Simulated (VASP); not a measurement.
Level of theory: r2SCAN+rVV10, VASP's PBE PAW potentials (set 64) (plane waves; VASP).

VASP ran on this input.

File KPOINTS:
```
Automatic mesh
0
Gamma
  12 12 7
```

**POSCAR**
```
Tb
1
    1.7885603439    -3.0978769247     0.0000000000
    1.7885603439     3.0978769247     0.0000000000
    0.0000000000     0.0000000000     5.4553203504
Tb
2
Direct
  0.3333330000   0.6666670000   0.2500000000
  0.6666670000   0.3333330000   0.7500000000
```

### INCAR
```
LUSE_VDW = .TRUE.
LREAL = .FALSE.   # projection in real space or not
SYSTEM = Tb
CPARAM = 0.0093
ISMEAR = 1   # Methfessel-Paxton
EDIFFG = -0.01   # ionic stop
LASPH = .TRUE.
BPARAM = 11.95
ENCUT = 520   # plane-wave cut-off (eV)
IBRION = 2   # conjugate gradients
ALGO = Normal   # blocked Davidson
NSW = 30
LMAXMIX = 6
NELM = 100
METAGGA = R2SCAN
ISIF = 4   # ions and shape, fixed volume
SIGMA = 0.1
LCHARG = .FALSE.
PREC = Accurate
LWAVE = .FALSE.
EDIFF = 1E-7
LMIXTAU = .TRUE.
```

POTCAR, in this order: Tb_3 (PBE.64 set). Program: vasp_std.

### Question
What will the output report for the number of irreducible k-points (NKPTS), largest plane-wave count, number of space-group operations, FFT grid (NGX, NGY, NGZ)?

### Answer

```json
{
 "number of irreducible k-points (NKPTS)": "76",
 "largest_plane_wave_count": "1665",
 "number_of_space_group_operations": "24",
 "FFT grid (NGX, NGY, NGZ)": "28 × 28 × 42"
}
```

The compound is Tb in the hcp structure. This cell is one point of a volume scan, at 0.94 of the reference volume. Symmetry was kept, so distortions that lower it aren't found. The 4f electrons are frozen in the core of the lanthanide potential, so 4f levels, which can set the real gap, and their magnetism are missing.
